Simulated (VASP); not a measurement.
Computed with SCAN meta-GGA, VASP's PBE PAW potentials (set 64) (plane waves; VASP).

The input files of a VASP run:

### POSCAR
```
SrTe
1
    0.0000000000     3.3300000000     3.3300000000
    3.3300000000     0.0000000000     3.3300000000
    3.3300000000     3.3300000000     0.0000000000
Sr Te
1 1
Direct
  0.0000000000   0.0000000000   0.0000000000
  0.5000000000   0.5000000000   0.5000000000
```

INCAR:
```
SYSTEM = SrTe
PREC = Accurate; ENCUT = 400; LREAL = .FALSE.
LASPH = .TRUE.
EDIFF = 1E-6; NELM = 100; ALGO = Normal
LMAXMIX = 4; LMIXTAU = .TRUE.
ISMEAR = 0; SIGMA = 0.05
METAGGA = SCAN
ISIF = 2
LWAVE = .FALSE.; LCHARG = .FALSE.
```

**KPOINTS**
```
Automatic mesh
0
Gamma
6 6 6
0 0 0
```

POTCAR, in this order: Sr_sv Te (PBE.64 set). Program: vasp_std.

What will the output report for the number of irreducible k-points (NKPTS), number of bands (NBANDS), largest plane-wave count, number of space-group operations, FFT grid (NGX, NGY, NGZ)?

* **number of irreducible k-points (NKPTS)**: 16
* **number of bands (NBANDS)**: 12
* **largest plane-wave count**: 1363
* **number of space-group operations**: 48
* **FFT grid (NGX, NGY, NGZ)**: 32 × 32 × 32

The compound is SrTe in the rock salt structure. The cell was not relaxed at this level. The run is one of a series of settings (GGA removed, LMIXTAU = .TRUE., METAGGA = SCAN against the base run), some of them coarse on purpose.
